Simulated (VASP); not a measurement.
## HgIr: structure and properties in VASP

Wanted: the relaxed cell of HgIr and its properties. The steps: rough relaxation of the start cell, full relaxation (revPBE + D3(BJ)), single point with fields (revPBE + D3(BJ)), bands along the symmetry lines (revPBE + D3(BJ)), density of states (revPBE + D3(BJ)) and bands along the symmetry lines (revPBE + D3(BJ) + SOC). The cell is invented: it takes the structure of a Materials Project entry for ZnIr (space group 187 there), with some of its atoms replaced by other elements, volume scaled by an estimate. It may not be a known or stable phase.

Method: revPBE with D3(BJ); plane waves and PAW (Hg, Ir), in the first sound run; inputs show where later runs differ, in VASP 6.6.1.

Report form: the programs' logs are mostly left out.

## 1. The structure

Before any relaxation, the start is as follows. It takes space group P-6m2 (No. 187, hexagonal). Conventional cell: a = 3.038 Å, b = 3.038 Å, c = 4.554 Å, α = 90.00°, β = 90.00°, γ = 120.00°. Nearest to Hg lie 6 Ir at 2.87 Å and 6 Hg at 3.04 Å. Ir has 6 Hg at 2.87 Å and 6 Ir at 3.04 Å nearest. It derives from ZnIr. It takes the structure of a Materials Project entry for ZnIr (space group 187 there), with some of its atoms replaced by other elements, volume scaled by an estimate. Farther neighbours are not listed.

Structure file:

```cif
data_structure
_symmetry_space_group_name_H-M 'P-6m2'
_symmetry_Int_Tables_number 187
_cell_length_a 3.0375
_cell_length_b 3.0375
_cell_length_c 4.5542
_cell_angle_alpha 90.000
_cell_angle_beta 90.000
_cell_angle_gamma 120.000
_cell_volume 36.39
loop_
_atom_site_label
_atom_site_type_symbol
_atom_site_symmetry_multiplicity
_atom_site_Wyckoff_symbol
_atom_site_fract_x
_atom_site_fract_y
_atom_site_fract_z
_atom_site_occupancy
Hg1 Hg 1 f 0.66667 0.33333 0.50000 1
Ir1 Ir 1 a 0.00000 0.00000 0.00000 1
```

## 2. Rough relaxation of the start cell

The start is only an estimate, so a cheap relaxation brings it near a minimum before any careful run. revPBE by itself binds more weakly than PBE and expands cells; dispersion terms fitted to it are the larger for that. A dispersion term adds the long-range attraction that semilocal functionals lack. D3 with Becke-Johnson damping keeps a finite attraction at short range.

Input file INCAR:

```
SYSTEM = HgIr
PREC = Normal
ENCUT = 400
EDIFF = 1E-05
NELM = 60
ISMEAR = 1
SIGMA = 0.2
LREAL = .FALSE.
ALGO = Fast
GGA = RE
IVDW = 12
NBANDS = 16
LORBIT = 11
LWAVE = .FALSE.
LCHARG = .FALSE.
IBRION = 2
NSW = 40
ISIF = 3
EDIFFG = -0.04
```

Input file POSCAR:

```
HgIr
1.0
    3.0375060000      0.0000000000      0.0000000000
   -1.5187530000      2.6305580000      0.0000000000
    0.0000000000      0.0000000000      4.5541740000
Hg Ir
1 1
Direct
    0.6666666700      0.3333333300      0.5000000000
    0.0000000000      0.0000000000      0.0000000000
```

Input file KPOINTS:

```
Automatic mesh
0
Gamma
6 6 4
0 0 0
```

The projector-augmented-wave data sets are Hg and Ir (PBE family, release 64).

Started as:

```console
> mpirun -np 1 vasp_std
```

Wall time 13 s (1 MPI rank of AMD EPYC 9R14 (Zen 4), shared host); peak memory 0.11 GiB.

This run has no spin polarisation. Its electron count is odd, so without a moment it is a metal by construction. The k-mesh is coarse for a metal. This relaxation is a rough one on cheap settings, only to bring the start near its minimum. The PAW data sets were made with PBE, which is usual practice but a small mismatch for other functionals. After so large a change of volume the plane waves of the start cell no longer fit, so the final stress carries a basis-set error. Dispersion corrections of this kind ignore metallic screening and tend to overbind metals. The run keeps the 12 symmetry operations of its start, so it cannot find a distortion of lower symmetry.

Step by step:

```tsv
step	energy less that of the first step (eV)	largest force (eV/Å)	pressure (GPa)	volume (Å³)
1	0.0000	0.0000	-12.41	36.39
2	0.2452	0.0000	37.32	29.44
3	-0.1419	0.0000	0.81	33.48
4	-0.1421	0.0000	1.18	33.40
5	-0.1693	0.0000	0.44	33.35
6	-0.1695	0.0000	0.52	33.36
7	-0.1695	0.0000	0.48	33.36
8	-0.1692	0.0000	-0.81	33.57
9	-0.1696	0.0000	-0.15	33.44
```

```tsv
conventional cell, symmetrised	before	after	change
a (Å)	3.038	2.893	-4.8 %
b (Å)	3.038	2.893	-4.8 %
c (Å)	4.554	4.613	+1.3 %
volume (Å³/atom)	18.19	16.72	-8.1 %
```

Final coordinates:

```xyz
2
Lattice="2.8932 0.0000 0.0000 -1.4466 2.5055 0.0000 0.0000 0.0000 4.6127" Properties=species:S:1:pos:R:3 pbc="T T T"
Hg    1.4466    0.8352    2.3063
Ir    0.0000    0.0000    0.0000
```

This step gave:

| Quantity | Value |
| --- | --- |
| electrons | 21 |
| bands | 16 |
| irreducible k points | 21 |
| symmetry operations | 12 |
| free energy (TOTEN) | -9.192 eV |
| energy at zero smearing | -9.191 eV |
| Fermi energy | 6.609 eV |
| pressure | -0.1512 GPa |
| metallic, judged on the points sampled | yes |
| SCF cycles over all ionic steps | 62 |

It ends with forces that vanish by symmetry and a pressure of -0.15 GPa.

## 3. Full relaxation (revPBE + D3(BJ))

Properties are meant for the cell that this level of theory prefers, so cell and atoms are relaxed first (ISIF = 3) until forces and stress are small; EDIFFG sets the threshold.

Input file INCAR:

```
SYSTEM = HgIr
PREC = Accurate
ENCUT = 400
EDIFF = 1E-06
NELM = 100
ISMEAR = 1
SIGMA = 0.2
LREAL = .FALSE.
ALGO = Normal
GGA = RE
IVDW = 12
NBANDS = 16
LORBIT = 11
LWAVE = .FALSE.
LCHARG = .FALSE.
IBRION = 2
NSW = 60
ISIF = 3
EDIFFG = -0.01
```

Input file POSCAR:

```
HgIr
1.0
    2.8931534129      0.0000000000      0.0000000000
   -1.4465767065      2.5055449025      0.0000000000
    0.0000000000      0.0000000000      4.6126798106
Hg Ir
1 1
Direct
    0.6666666700      0.3333333300      0.5000000000
    0.0000000000      0.0000000000      0.0000000000
```

Input file KPOINTS:

```
Automatic mesh
0
Gamma
9 9 5
0 0 0
```

Started as:

```console
> mpirun -np 1 vasp_std
```

Wall time 22 s (1 MPI rank); peak memory 0.12 GiB.

The steps of the relaxation:

```tsv
step	energy less that of the first step (eV)	largest force (eV/Å)	pressure (GPa)	volume (Å³)
1	0.0000	0.0000	-0.28	33.44
2	-0.0019	0.0000	0.52	33.29
3	-0.0020	0.0000	0.56	33.29
4	-0.0015	0.0000	-0.98	33.53
5	-0.0021	0.0000	0.03	33.37
```

```tsv
conventional cell, symmetrised	before	after	change
a (Å)	2.893	2.878	-0.5 %
b (Å)	2.893	2.878	-0.5 %
c (Å)	4.613	4.651	+0.8 %
volume (Å³/atom)	16.72	16.68	-0.2 %
```

Final coordinates:

```xyz
2
Lattice="2.8784 0.0000 0.0000 -1.4392 2.4927 0.0000 0.0000 0.0000 4.6507" Properties=species:S:1:pos:R:3 pbc="T T T"
Hg    1.4392    0.8309    2.3253
Ir    0.0000    0.0000    0.0000
```

Numbers from this step:

```
irreducible k points            : 36
free energy (TOTEN)             : -9.208 eV
energy at zero smearing         : -9.209 eV
Fermi energy                    : 6.610 eV
pressure                        : 0.02700 GPa
SCF cycles over all ionic steps : 37
```

It ends with forces that vanish by symmetry and a pressure of 0.03 GPa.

## 4. Single point with fields (revPBE + D3(BJ))

The relaxed cell gets a fresh self-consistent run, on a basis set for its own volume, to fix the density and to check the remaining stress.

INCAR, as its differences from that of step 3:

```diff
@@ -14,6 +14,5 @@
 LWAVE = .FALSE.
-LCHARG = .FALSE.
-IBRION = 2
-NSW = 60
-ISIF = 3
-EDIFFG = -0.01
+LCHARG = .TRUE.
+ISIF = 2
+LELF = .TRUE.
+LVHAR = .TRUE.
```

Input file POSCAR:

```
HgIr
1.0
    2.8783549287      0.0000000000      0.0000000000
   -1.4391774644      2.4927290308      0.0000000000
    0.0000000000      0.0000000000      4.6506731072
Hg Ir
1 1
Direct
    0.6666666700      0.3333333300      0.5000000000
    0.0000000000      0.0000000000      0.0000000000
```

KPOINTS is that of step 3.

Started as:

```console
> mpirun -np 1 vasp_std
```

The job ended after 7.8 s (1 MPI rank; peak memory 0.12 GiB).

This step gave:

| Property | Result |
| --- | --- |
| electronic steps | 12 |
| pressure | -0.01273 GPa |

Valence electrons inside each PAW sphere by angular momentum. Sphere charges, by row:

```tsv
atom	s (e)	p (e)	d (e)	tot (e)
Hg1	0.753	0.548	9.36	10.66
Ir2	0.56	0.493	7.019	8.072
```

Electrostatic potential energy in the ac plane at fractional y = 0.000, with atoms of Ir within 0.2 Å of it. With pseudopotentials it is smooth inside the atoms' cores, unlike the true potential.

Ten even steps from '_' (-49 eV) to '@' (1 eV):
```
______::==##@@@@@@@@##==::____
____..--++%%@@@@@@@@%%++--..__
::::--++##%%@@@@@@@@%%##++--::
==++++##%%@@@@@@@@@@@@%%##++++
####%%%%@@@@@@@@@@@@@@@@%%%%##
%%@@@@@@@@@@@@@@@@@@@@@@@@@@@@
@@@@@@@@@@@@@@@@@@@@@@@@@@@@@@
@@@@@@@@@@@@%%%%%%%%@@@@@@@@@@
@@@@@@@@@@%%%%%%%%%%%%@@@@@@@@
@@@@@@@@%%%%########%%%%@@@@@@
@@@@@@@@%%############%%@@@@@@
@@@@@@%%%%####****####%%%%@@@@
@@@@@@@@%%############%%@@@@@@
@@@@@@@@%%%%########%%%%@@@@@@
@@@@@@@@@@%%%%%%%%%%%%@@@@@@@@
@@@@@@@@@@@@%%%%%%%%@@@@@@@@@@
@@@@@@@@@@@@@@@@@@@@@@@@@@@@@@
%%@@@@@@@@@@@@@@@@@@@@@@@@@@@@
####%%%%@@@@@@@@@@@@@@@@%%%%##
==++++##%%@@@@@@@@@@@@%%##++++
::::--++##%%@@@@@@@@%%##++--::
____..--++%%@@@@@@@@%%++--..__
______::==##@@@@@@@@##==::____
______..==##%%@@@@%%##==..____
```
Columns run along a (2.9 Å; values clipped at the 3rd and 97th percentile), rows up along c (4.7 Å). Atoms in or near the plane, at fractional coordinates: Ir at (0.00, 0.00).

Valence density in the ac plane at fractional y = 0.000, with atoms of Ir within 0.2 Å of it. It is the smooth field of the valence electrons, not physical close to the nuclei.

Ten even steps from '0' (0.2 e/Å³) to '9' (2.8 e/Å³):
```
986531000013568
776421000012467
554321000012345
333210000001233
111100000000111
000000000000000
000000000000000
000000000000000
000001111110000
000001233210000
000012344321000
000012344321000
000012344321000
000001233210000
000001111110000
000000000000000
000000000000000
000000000000000
111100000000111
333210000001233
554321000012345
776421000012467
986531000013568
997531000013579
```
Columns run along a (2.9 Å), rows up along c (4.7 Å). Atoms in or near the plane, at fractional coordinates: Ir at (0.00, 0.00).

ELF in the ac plane at fractional y = 0.000, with atoms of Ir within 0.2 Å of it. It is the smooth field of the valence electrons, not physical close to the nuclei.

Values, 22 rows by 15 columns, each cell a mean:
```
0.00 0.00 0.01 0.08 0.20 0.30 0.33 0.37 0.37 0.33 0.30 0.20 0.08 0.01 0.00
0.01 0.02 0.07 0.18 0.29 0.33 0.31 0.33 0.33 0.31 0.33 0.29 0.18 0.07 0.02
0.07 0.10 0.19 0.30 0.35 0.32 0.28 0.29 0.29 0.28 0.32 0.35 0.30 0.19 0.10
0.18 0.21 0.29 0.34 0.34 0.29 0.26 0.26 0.26 0.26 0.29 0.34 0.34 0.29 0.21
0.26 0.27 0.30 0.31 0.29 0.26 0.24 0.23 0.23 0.24 0.26 0.29 0.31 0.30 0.27
0.26 0.26 0.27 0.27 0.25 0.24 0.23 0.23 0.23 0.23 0.24 0.25 0.27 0.27 0.26
0.24 0.24 0.25 0.24 0.24 0.24 0.26 0.27 0.27 0.26 0.24 0.24 0.24 0.25 0.24
0.22 0.22 0.22 0.22 0.25 0.29 0.32 0.34 0.34 0.32 0.29 0.25 0.22 0.22 0.22
0.19 0.20 0.20 0.23 0.28 0.34 0.37 0.38 0.38 0.37 0.34 0.28 0.23 0.20 0.20
0.18 0.19 0.20 0.24 0.32 0.38 0.38 0.37 0.37 0.38 0.38 0.32 0.24 0.20 0.19
0.18 0.18 0.19 0.25 0.33 0.38 0.38 0.37 0.36 0.38 0.38 0.33 0.25 0.19 0.18
0.18 0.18 0.20 0.24 0.32 0.38 0.38 0.37 0.37 0.38 0.38 0.32 0.24 0.19 0.18
0.19 0.20 0.20 0.23 0.29 0.35 0.37 0.38 0.38 0.37 0.35 0.29 0.23 0.20 0.20
0.22 0.22 0.22 0.22 0.25 0.29 0.33 0.34 0.34 0.33 0.29 0.25 0.22 0.22 0.22
0.24 0.24 0.24 0.24 0.24 0.24 0.26 0.27 0.27 0.26 0.24 0.24 0.24 0.24 0.24
0.25 0.26 0.26 0.26 0.25 0.24 0.23 0.23 0.23 0.23 0.24 0.25 0.26 0.26 0.26
0.26 0.27 0.30 0.30 0.28 0.26 0.24 0.23 0.23 0.24 0.26 0.28 0.30 0.30 0.27
0.19 0.22 0.29 0.34 0.33 0.29 0.26 0.26 0.26 0.26 0.29 0.33 0.34 0.29 0.22
0.08 0.11 0.20 0.30 0.35 0.32 0.28 0.29 0.29 0.28 0.32 0.35 0.30 0.20 0.11
0.01 0.02 0.08 0.19 0.30 0.33 0.31 0.33 0.33 0.31 0.33 0.30 0.19 0.08 0.02
0.00 0.00 0.02 0.08 0.21 0.31 0.33 0.37 0.37 0.33 0.31 0.21 0.08 0.02 0.00
0.32 0.00 0.00 0.04 0.16 0.29 0.34 0.39 0.39 0.34 0.29 0.16 0.04 0.00 0.00
```
Columns run along a (2.9 Å), rows up along c (4.7 Å). Atoms in or near the plane, at fractional coordinates: Ir at (0.00, 0.00).

In this run the pressure is -0.01 GPa, small enough to go on; single stress components reach 0.02 GPa.

## 5. Bands along the symmetry lines (revPBE + D3(BJ))

Levels along the symmetry lines show where the bands peak and cross; KPOINTS_OPT computes them in the converged potential.

Input file INCAR:

```
SYSTEM = HgIr
PREC = Accurate
ENCUT = 400
EDIFF = 1E-06
NELM = 100
ISMEAR = 1
SIGMA = 0.2
LREAL = .FALSE.
ALGO = Normal
GGA = RE
IVDW = 12
NBANDS = 22
LORBIT = 11
LWAVE = .FALSE.
LCHARG = .FALSE.
```

POSCAR is that of step 4.

KPOINTS is that of step 4.

Input file KPOINTS_OPT:

```
Line mode
16
Line-mode
Reciprocal
  0.00000000   0.00000000   0.00000000 GAMMA
  0.50000000   0.00000000   0.00000000 M

  0.50000000   0.00000000   0.00000000 M
  0.33333333   0.33333333   0.00000000 K

  0.33333333   0.33333333   0.00000000 K
  0.00000000   0.00000000   0.00000000 GAMMA

  0.00000000   0.00000000   0.00000000 GAMMA
  0.00000000   0.00000000   0.50000000 A

  0.00000000   0.00000000   0.50000000 A
  0.50000000   0.00000000   0.50000000 L

  0.50000000   0.00000000   0.50000000 L
  0.33333333   0.33333333   0.50000000 H

  0.33333333   0.33333333   0.50000000 H
  0.00000000   0.00000000   0.50000000 A

  0.50000000   0.00000000   0.50000000 L
  0.50000000   0.00000000   0.00000000 M

  0.33333333   0.33333333   0.00000000 K
  0.33333333   0.33333333   0.50000000 H
```

Started as:

```console
> mpirun -np 1 vasp_std
```

Wall time 30 s (1 MPI rank); peak memory 0.13 GiB.

Spin-orbit coupling is off here; it can split and shift levels that hold much weight on Hg and Ir by tenths of an eV or more.

This step gave:

| Property | Result |
| --- | --- |
| electronic steps | 13 |
| bands | 22 |
| pressure | 0.02781 GPa |

Electronic bands along the path, in eV, zero at the Fermi level; # counts the bands kept in this run:

```tsv
point	#7	#8	#9	#10	#11	#12	#13	#14
Γ	-4.43	-2.24	-2.24	-1.32	-0.06	-0.06	3.66	14.34
0.47 of the way	-3.70	-2.81	-2.43	-0.97	-0.17	3.29	3.64	9.64
M	-3.58	-3.23	-1.22	-0.30	1.19	2.79	5.89	7.41
0.47 of the way	-3.33	-2.49	-1.61	-0.80	1.05	2.74	6.22	7.18
K	-2.62	-2.59	-1.68	-1.39	1.33	3.06	3.16	9.76
0.53 of the way	-3.25	-2.90	-2.87	-0.37	-0.36	3.73	4.10	9.26
Γ	-4.43	-2.24	-2.24	-1.32	-0.06	-0.06	3.66	14.34
0.53 of the way	-5.42	-2.79	-2.14	-2.14	-0.07	-0.07	6.98	13.72
A	-6.63	-3.25	-2.05	-2.05	-0.10	-0.10	10.91	12.41
0.47 of the way	-5.29	-2.87	-1.75	-0.83	-0.57	-0.50	10.12	11.76
L	-3.67	-1.12	-1.05	-1.00	1.05	1.20	3.08	5.72
0.47 of the way	-3.48	-2.07	-1.30	-0.33	0.51	3.36	3.38	5.63
H	-3.01	-2.96	-2.36	-0.41	2.73	3.83	5.30	5.44
0.47 of the way	-4.29	-3.13	-1.34	-1.05	-0.48	0.38	8.84	10.71
A	-6.63	-3.25	-2.05	-2.05	-0.10	-0.10	10.91	12.41
jump to L	-3.67	-1.12	-1.05	-1.00	1.05	1.20	3.08	5.72
0.53 of the way	-3.69	-2.44	-0.77	-0.65	1.20	1.79	4.67	6.10
M	-3.58	-3.23	-1.22	-0.30	1.19	2.79	5.89	7.41
jump to K	-2.62	-2.59	-1.68	-1.39	1.33	3.06	3.16	9.76
0.47 of the way	-2.75	-2.69	-1.95	-1.19	2.16	3.05	3.98	6.98
H	-3.01	-2.96	-2.36	-0.41	2.73	3.83	5.30	5.44
```

Of the projections kept (Hg, Ir), the largest for each band there, as a share of the weight inside these atoms' spheres; weight between the spheres isn't counted:

```tsv
point	#7	#8	#9	#10	#11	#12	#13	#14
Γ	Ir 0.79	Ir 1.00	Ir 1.00	Hg 0.51	Ir 0.98	Ir 0.98	Ir 0.66	Hg 0.64
M	Ir 0.85	Ir 0.73	Hg 0.73	Ir 0.92	Ir 1.00	Ir 0.78	Ir 0.63	Ir 0.52
K	Ir 0.63	Ir 0.92	Ir 0.72	Ir 0.83	Hg 0.60	Hg 0.65	Ir 0.79	Ir 0.52
Γ	Ir 0.79	Ir 1.00	Ir 1.00	Hg 0.51	Ir 0.98	Ir 0.98	Ir 0.66	Hg 0.64
A	Hg 0.97	Ir 0.91	Ir 0.96	Ir 0.96	Ir 0.98	Ir 0.98	Hg 0.51	Ir 0.64
L	Hg 0.51	Hg 0.83	Ir 0.97	Ir 0.86	Ir 0.80	Ir 1.00	Hg 0.61	Ir 0.90
```

There is no gap at this level.

## 6. Density of states (revPBE + D3(BJ))

A density of states needs more k-points than a total energy, and tetrahedra (ISMEAR = -5) or a smearing that fits the mesh; LORBIT projects the states on the PAW spheres. The mesh is finer than in the run before.

INCAR, as its differences from that of step 5:

```diff
@@ -5,3 +5,3 @@
 NELM = 100
-ISMEAR = 1
+ISMEAR = -5
 SIGMA = 0.2
@@ -15 +15,2 @@
 LCHARG = .FALSE.
+NEDOS = 2001
```

POSCAR is that of step 5.

Input file KPOINTS:

```
Automatic mesh
0
Gamma
13 13 7
0 0 0
```

Started as:

```console
> mpirun -np 1 vasp_std
```

Wall time 23 s (1 MPI rank); peak memory 0.15 GiB.

With tetrahedra the forces and stress of a metal are not exact derivatives of the energy.

Numbers from this step:

* irreducible k points: 84
* free energy (TOTEN): -9.243 eV
* Fermi energy: 6.662 eV
* pressure: -0.2969 GPa
* DOS at the Fermi level, one point of the energy grid: 0.9744 states/eV/cell

(Continued in part 2 of 2.)

[Lines on the potential files, build, host, timing and source positions are cut from VASP's logs without a mark.]

[Logs are printed without paths, hosts, clocks, repeated set-up lines and the standing remarks that a program may print on its own settings, such as how far it seeks lower states.]

[Hosts, paths, dates, database ids (printed as entryN), source tags and the programs' standing remarks are cut or masked in the printed files.]

[A measured line is paired with the nearest computed mode of its activity, which favours agreement.]

[In band tables of VASP the shares of atoms and orbitals are scaled to a sum of 1 inside the atoms' spheres.]
